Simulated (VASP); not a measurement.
Data:

```
CELL_PARAMETERS angstrom
      1.50564    -2.60785     0.00000
      1.50564     2.60785     0.00000
      0.00000     0.00000     3.19272
ATOMIC_POSITIONS crystal
  Ti 0.00000 0.00000 0.00000
  B  0.33333 0.66667 0.50000
  B  0.66667 0.33333 0.50000
```

Level of theory: PBE GGA with D3 dispersion (zero damping), VASP's PBE PAW potentials (set 64) (plane waves; VASP). Numerical set-up: 520 eV cut-off, 13×13×11 Γ-centred mesh, tetrahedra with Blöchl corrections, potentials Ti_sv B.

The cores are frozen, which limits the accuracy of field gradients.

Give the principal components of the electric field gradient (V/Å²) and the asymmetry η at each nucleus.

```json
[
 {"atom": "Ti1", "Vxx": "-8.9", "Vyy": "-8.9", "Vzz": "17.8", "η": "0.00"},
 {"atom": "B2", "Vxx": "-2.2", "Vyy": "-2.2", "Vzz": "4.5", "η": "0.00"},
 {"atom": "B3", "Vxx": "-2.2", "Vyy": "-2.2", "Vzz": "4.5", "η": "0.00"}
]
```

The compound is TiB2 in the AlB2 type structure. It was relaxed first.
